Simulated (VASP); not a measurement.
VASP ran on this input.

KPOINTS:
```
kpoints
0
G
 14 14 5
```

### POSCAR
```
Cr3Mo
16.1751730
  0.0901543885  -0.1284522017   0.0000000000
  0.0901543885   0.1284522017   0.0000000000
  0.0000000000   0.0000000000   0.5000000098
Cr Mo
3 1
Cartesian
  0.0901543885   0.0000000000   0.3672352770
  0.0901543885   0.0000000000   0.1327647328
  0.0000000000   0.0000000000   0.2500000049
  0.0000000000   0.0000000000   0.5000000098
```

### INCAR
```
SYSTEM=Cr3Mo
PREC=Accurate; ENCUT=400; LREAL=.FALSE.
LASPH=.TRUE.
EDIFF=1E-7; NELM=100; ALGO=Normal
LMAXMIX=4
ISMEAR=-5
GGA=PS
ISIF=2
LWAVE=.FALSE.; LCHARG=.TRUE.; LORBIT=11
NEDOS=601
LEFG=.TRUE.
```

POTCAR, in this order: Cr_pv Mo_sv (PBE.64 set). Program: vasp_std.

Translate this PBEsol calculation to Quantum ESPRESSO's pw.x.

One equivalent input (not run):
```
&CONTROL
  calculation = 'scf'
  pseudo_dir = './pseudo'
  outdir = './out'
  tprnfor = .true.
  tstress = .true.
/
&SYSTEM
  ibrav = 0
  nat = 4
  ntyp = 2
  ecutwfc = 94
  occupations = 'tetrahedra'
  input_dft = 'pbesol'
/
&ELECTRONS
  conv_thr = 7.3e-09
  electron_maxstep = 100
/
ATOMIC_SPECIES
  Cr 51.996 Cr.upf
  Mo 95.950 Mo.upf
CELL_PARAMETERS angstrom
     1.4582628   -2.0777366    0.0000000
     1.4582628    2.0777366    0.0000000
     0.0000000    0.0000000    8.0875867
ATOMIC_POSITIONS crystal
  Cr   0.5000000  0.5000000  0.7344705
  Cr   0.5000000  0.5000000  0.2655295
  Cr   0.0000000  0.0000000  0.5000000
  Mo   0.0000000  0.0000000  1.0000000
K_POINTS automatic
  14 14 5 0 0 0
```
The two are equivalent in intent, not identical: the potentials are each code's own (VASP's PAW set, PseudoDojo norm-conserving files in pw.x), so ENCUT and ecutwfc are chosen apart and not converted; conv_thr bounds pw.x's estimated SCF error, while EDIFF bounds the energy change between steps; the field gradients of LEFG aren't asked of the other code.

The structure comes from a computed database's Cr3Mo entry (Cmmm); how it stands against other phases isn't given here. It was relaxed first.
